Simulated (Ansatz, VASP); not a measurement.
# Cross-check of HfGaTe2AsHCl (1T-HfTe2 under H-GaAs-Cl chair, AA) between VASP and Ansatz, part 2 of 2

Aim: how closely do two programs agree when they are given the same cell, functional and k mesh? The structure shown is the start of the Ansatz relaxation below; VASP solves that cell, so the two are compared at the walk's first step.

VASP 6.6.1 and Ansatz 0.2.0.

So far: Set-up; Ansatz: relaxation, PBEsol with D3(BJ).

### Step 3. VASP: single point, PBEsol with D3(BJ), start cell

Level of this step: PBEsol with D3(BJ); plane waves and PAW (Te, Hf_pv, Cl, As, Ga_d, H) (VASP).

The same cell, functional, mesh and smearing now go to VASP, with its own data sets.

Lines of VASP's logs that name or quote its potential files are left out, and so is its time.

INCAR reads:

```
SYSTEM = HfGaTe2AsHCl
PREC = Accurate
ENCUT = 400
EDIFF = 1E-06
NELM = 120
ISMEAR = -1
SIGMA = 0.05
LREAL = .FALSE.
ALGO = Normal
GGA = PS
IVDW = 12
NBANDS = 31
LASPH = .TRUE.
LORBIT = 11
LWAVE = .FALSE.
LCHARG = .FALSE.
ISIF = 2
LDIPOL = .TRUE.
IDIPOL = 3
DIPOL = 0.5 0.5 0.509
LVHAR = .TRUE.
GGA_COMPAT = .FALSE.
NELMDL = -8
KPAR = 2
```

POSCAR reads:

```
HfGaTe2AsHCl
1.0
    3.9732500000      0.0000000000      0.0000000000
   -1.9866250000      3.4409350000      0.0000000000
    0.0000000000      0.0000000000     54.0364810000
Te Hf Cl As Ga H
2 1 1 1 1 1
Direct
    0.6666666182      0.3333332365      0.3932528471
    0.3333333818      0.6666667635      0.4634488874
    0.0000000000      0.0000000000      0.4283508765
    0.6666666182      0.3333332365      0.5226681397
    0.6666666182      0.3333332365      0.5635664358
    0.3333333818      0.6666667635      0.5784329479
    0.3333333818      0.6666667635      0.6067471529
```

KPOINTS reads:

```
Automatic mesh
0
Gamma
12 12 1
0 0 0
```

PAW data sets: Te, Hf_pv, Cl, As, Ga_d and H (PBE family, release 64).

Started as:

```sh
$ mpirun -np 2 vasp_std
```

Numbers of over 12 decimals in the logs are rounded to 6 here.

Output:

```text
[banner, memory and clock lines left out]
running    2 mpi-ranks, on    1 nodes
 distrk:  each k-point on    1 cores,    2 groups
 distr:  one band on    1 cores,    1 groups

 POSCAR found type information on POSCAR TeHfClAsGaH
 POSCAR found :  6 types and       7 ions
|                                                                             |
|               ----> ADVICE to this user running VASP <----                  |
|                                                                             |
|     You enforced a specific xc type in the INCAR file but a different       |
|     [... a line on the potential file left out ...]
|     I HOPE YOU KNOW WHAT YOU ARE DOING!                                     |
|                                                                             |

 LDA part: xc-table for (Slater+PW92), standard interpolation
|                                                                             |
|           W    W    AA    RRRRR   N    N  II  N    N   GGGG   !!!           |
|           W    W   A  A   R    R  NN   N  II  NN   N  G    G  !!!           |
|           W    W  A    A  R    R  N N  N  II  N N  N  G       !!!           |
|           W WW W  AAAAAA  RRRRR   N  N N  II  N  N N  G  GGG   !            |
|           WW  WW  A    A  R   R   N   NN  II  N   NN  G    G                |
|           W    W  A    A  R    R  N    N  II  N    N   GGGG   !!!           |
|                                                                             |
|     One of the lattice vectors is very long (>50 A), but AMIN is rather     |
|     large. This can spoil convergence since charge sloshing might occur     |
|     along the long lattice vector. If problems with convergence are         |
|     observed, try to decrease AMIN to a smaller value (e.g. 0.01).          |
|     Note: This warning only applies if the self-consistency cycle is        |
|     used.                                                                   |
|                                                                             |

 POSCAR, INCAR and KPOINTS ok, starting setup
 FFT: planning ... GRIDC
 FFT: planning ... GRID_SOFT
 FFT: planning ... GRID
 WAVECAR not read
 entering main loop
       N       E                     dE             d eps       ncg     rms          rms(c)
DAV:   1     0.297304146636E+03    0.29730E+03   -0.16120E+04  1482   0.929E+02
DAV:   2     0.960997939927E+01   -0.28769E+03   -0.27926E+03  1673   0.209E+02
DAV:   3    -0.335025334247E+02   -0.43113E+02   -0.42490E+02  1522   0.808E+01
DAV:   4    -0.356414394033E+02   -0.21389E+01   -0.21274E+01  1559   0.216E+01
DAV:   5    -0.357227194535E+02   -0.81280E-01   -0.81185E-01  1750   0.407E+00
DAV:   6    -0.357259419311E+02   -0.32225E-02   -0.32219E-02  1671   0.667E-01
DAV:   7    -0.357259977488E+02   -0.55818E-04   -0.55813E-04  1828   0.106E-01
DAV:   8    -0.357259992039E+02   -0.14551E-05   -0.14546E-05  1487   0.151E-02    0.376E+01
DAV:   9    -0.342727259271E+02    0.14533E+01   -0.35689E+00  1361   0.887E+00    0.266E+01
DAV:  10    -0.342611636387E+02    0.11562E-01   -0.37618E+00  1354   0.886E+00    0.808E+00
DAV:  11    -0.340360112054E+02    0.22515E+00   -0.63590E-01  1402   0.457E+00    0.140E+00
DAV:  12    -0.340209920578E+02    0.15019E-01   -0.13695E-01  1580   0.158E+00    0.160E+00
DAV:  13    -0.340207186174E+02    0.27344E-03   -0.22307E-02  1556   0.748E-01    0.589E-01
DAV:  14    -0.340208217339E+02   -0.10312E-03   -0.26210E-03  1414   0.287E-01    0.540E-01
[...]
DAV:  22    -0.340210232689E+02   -0.85208E-04   -0.34768E-06  1214   0.548E-03    0.181E-03
DAV:  23    -0.340210709968E+02   -0.47728E-04   -0.11077E-06  1075   0.341E-03    0.471E-03
DAV:  24    -0.340211044955E+02   -0.33499E-04   -0.38817E-07   958   0.225E-03    0.268E-03
DAV:  25    -0.340211224286E+02   -0.17933E-04   -0.41990E-07   968   0.186E-03    0.220E-03
DAV:  26    -0.340211269020E+02   -0.44734E-05   -0.55335E-08   911   0.110E-03    0.898E-04
DAV:  27    -0.340211329336E+02   -0.60315E-05   -0.12541E-07   891   0.108E-03    0.522E-04
DAV:  28    -0.340211340844E+02   -0.11509E-05   -0.26952E-08   897   0.651E-04    0.315E-04
DAV:  29    -0.340211348539E+02   -0.76944E-06   -0.98577E-09   876   0.438E-04
   1 F= -.35459451E+02 E0= -.35456118E+02  d E =-.666613E-02
```

From OUTCAR (step 3):

```text
ion  position               nearest neighbor table
   1  0.667  0.333  0.393-   3 2.98   3 2.98   3 2.98
   2  0.333  0.667  0.463-   3 2.98   3 2.98   3 2.98
   3  0.000  0.000  0.428-   2 2.98   2 2.98   2 2.98   1 2.98   1 2.98   1 2.98
   4  0.667  0.333  0.523-   5 2.21
   5  0.667  0.333  0.564-   4 2.21   6 2.43   6 2.43   6 2.43
   6  0.333  0.667  0.578-   7 1.53   5 2.43   5 2.43   5 2.43
   7  0.333  0.667  0.607-   6 1.53

  LATTYP: Found a hexagonal cell.
 ALAT       =     3.9732500000
 C/A-ratio  =    13.6000707230

 Subroutine GETGRP returns: Found  6 space group operations
 (whereof  6 operations were pure point group operations)

The static configuration has the point symmetry C_3v.

 Found     19 irreducible k-points:

   k-points           NKPTS =     19   k-points in BZ     NKDIM =     19   number of bands    NBANDS=     31

   dimension x,y,z NGX =    28 NGY =   28 NGZ =  360
   dimension x,y,z NGXF=    56 NGYF=   56 NGZF=  720

   ENCUT  =  400.0 eV  29.40 Ry    5.42 a.u.   6.48  6.48 88.12*2*pi/ulx,y,z

   NELECT =      48.0000    total number of electrons

 k-points in reciprocal lattice and weights: Automatic mesh
   0.00000000  0.00000000  0.00000000       0.007
   0.08333333  0.00000000  0.00000000       0.042
   0.16666667  0.00000000  0.00000000       0.042
   0.25000000  0.00000000  0.00000000       0.042
   0.33333333  0.00000000  0.00000000       0.042
   0.41666667 -0.00000000  0.00000000       0.042
   0.50000000  0.00000000  0.00000000       0.021
   0.08333333  0.08333333  0.00000000       0.042
   0.16666667  0.08333333  0.00000000       0.083
[...]
0.33333333  0.25000000  0.00000000       0.083
   0.33333333  0.33333333  0.00000000       0.014

 dipolmoment           0.000000      0.000000     -0.054203 electrons x Angstroem

 average (electrostatic) potential at core
       1 -96.1351       2 -96.1484       3 -45.7071       4 -99.0671       5 -58.0746
       6 -73.1613       7 -38.9099

 E-fermi :  -2.3957

 k-point     1 :       0.0000    0.0000    0.0000
  band No.  band energies     occupation
    ...
     18      -4.0148      2.00000
     19      -4.0148      2.00000
     20      -3.9231      2.00000
     21      -3.6163      2.00000
     22      -3.6163      2.00000
     23      -2.0475      0.00189
     24      -1.9507      0.00027
     25      -1.9507      0.00027
     26      -1.6227      0.00000
     27      -1.3921      0.00000
    ...

 k-point     2 :       0.0833    0.0000    0.0000
  band No.  band energies     occupation
    ...
     19      -4.1724      2.00000
     20      -4.0011      2.00000
     21      -3.7308      2.00000
     22      -3.6289      2.00000
     23      -2.7229      1.99713
     24      -2.2878      0.20691
     25      -1.6138      0.00000
     26      -1.4395      0.00000
     27      -1.1785      0.00000
     28      -1.0673      0.00000
    ...

 k-point     3 :       0.1667    0.0000    0.0000
  band No.  band energies     occupation
    ...
     20      -4.0180      2.00000
     21      -3.9624      2.00000
     22      -3.8675      2.00000
     23      -3.4998      2.00000
     24      -2.7304      1.99753
     25      -1.7512      0.00001
     26      -1.2227      0.00000
     27      -0.7793      0.00000
     28      -0.6666      0.00000
     29      -0.6276      0.00000
    ...

 Edisp (eV)   -1.43832

  Total      -4.17046    -4.17045    -6.67913    -0.00000     0.00000    -0.00000
  in kB      -9.04450    -9.04450   -14.48508    -0.00000     0.00000    -0.00000
  external pressure =      -10.86 kB  Pullay stress =        0.00 kB

  energy-cutoff  :      400.00
  volume of cell :      738.77
      direct lattice vectors                 reciprocal lattice vectors
     3.973250000  0.000000000  0.000000000     0.251683131  0.145309342  0.000000000
    -1.986625000  3.440935000  0.000000000     0.000000000  0.290618684  0.000000000
     0.000000000  0.000000000 54.036481000     0.000000000  0.000000000  0.018506016

 POSITION                                       TOTAL-FORCE (eV/Angst)
 -----------------------------------------------------------------------------------
      1.98662      1.14698     21.25000        -0.000000      0.000000      1.371195
      0.00000      2.29396     25.04315         0.000000      0.000000     -1.262177
      0.00000      0.00000     23.14657        -0.000000      0.000000      0.028066
      1.98662      1.14698     28.24315        -0.000000     -0.000000      0.491923
      1.98662      1.14698     30.45315        -0.000000      0.000000     -0.504255
      0.00000      2.29396     31.25648         0.000000      0.000000     -0.544434
      0.00000      2.29396     32.78648         0.000000      0.000000      0.419682
 -----------------------------------------------------------------------------------
    total drift:                               -0.000000      0.000225      0.000805

  FREE ENERGIE OF THE ION-ELECTRON SYSTEM (eV)
  ---------------------------------------------------
  free  energy   TOTEN  =       -35.4594506123 eV

  energy  without entropy=      -35.4527844873  energy(sigma->0) =      -35.45611755

 vacuum level on the upper side and lower side of the slab         1.666         2.383

 total charge
# of ion       s       p       d       tot
------------------------------------------
    1        1.378   1.991   0.027   3.396
    2        1.380   1.985   0.027   3.392
    3        0.291   6.344   1.366   8.001
    4        1.603   3.428   0.000   5.031
    5        1.216   1.508   0.060   2.784
    6        0.895   0.923   9.994  11.812
    7        0.527   0.011   0.000   0.538
--------------------------------------------------
tot          7.290  16.190  11.474  34.954

[... 3 further parts left out ...]
```

Harder data sets than Hf_pv exist (the GW ones), and pressures, volumes and forces can shift noticeably with them.

### Step 4. Comparison

Known differences besides the potentials themselves: Ansatz cuts the interaction across the vacuum, VASP repeats the sheet with a dipole correction; the data sets hold 94 valence electrons in Ansatz (on its default PAW (the set named soft_2) files) and 48 in VASP; the cutoff is 420 eV in Ansatz and 400 eV in VASP; Ansatz makes its cores anew for this functional, VASP keeps those of its PBE data sets. Total energies have different zeros and are not compared.

Forces (eV/Å; atoms numbered as in POSCAR):

| atom | Ansatz x, y, z | VASP x, y, z |
| --- | --- | --- |
| Te1 | 0.000, 0.000, 1.356 | 0.000, 0.000, 1.371 |
| Te2 | 0.000, 0.000, -1.245 | 0.000, 0.000, -1.262 |
| Hf3 | 0.000, 0.000, 0.028 | 0.000, 0.000, 0.028 |
| Cl4 | 0.000, 0.000, 0.519 | 0.000, 0.000, 0.492 |
| As5 | 0.000, 0.000, -0.522 | 0.000, 0.000, -0.504 |
| Ga6 | 0.000, 0.000, -0.583 | 0.000, 0.000, -0.544 |
| H7 | 0.000, 0.000, 0.448 | 0.000, 0.000, 0.420 |

The forces differ by 14 meV/Å r.m.s., which is 3.0 % of the r.m.s. force of 0.460 eV/Å (both taken over all components). With vacuum in the cell, a pressure given here is an average over mostly empty space and none of the material.

### Step 5. Summary of results

* r.m.s. force difference (single point, PBEsol with D3(BJ), start cell): 3.0 % of the r.m.s. force

**Reading.** The r.m.s. force difference is 3.0 % of the r.m.s. force (single point, PBEsol with D3(BJ), start cell), at about the 3 % picked in this series as the mark of a large difference. The data sets hold unlike numbers of valence electrons (94 in Ansatz and 48 in VASP), so part of the differences comes from the potentials. 1 further run of this series is not shown here. How closely two codes agree says nothing of how well the functional describes the real material.

[Lines on the potential files, build, host, timing and source positions are cut from VASP's logs without a mark.]

[Logs are printed without paths, hosts, clocks, repeated set-up lines and the standing remarks that a program may print on its own settings, such as how far it seeks lower states.]

[Hosts, paths, dates, database ids (printed as entryN), source tags and the programs' standing remarks are cut or masked in the printed files.]
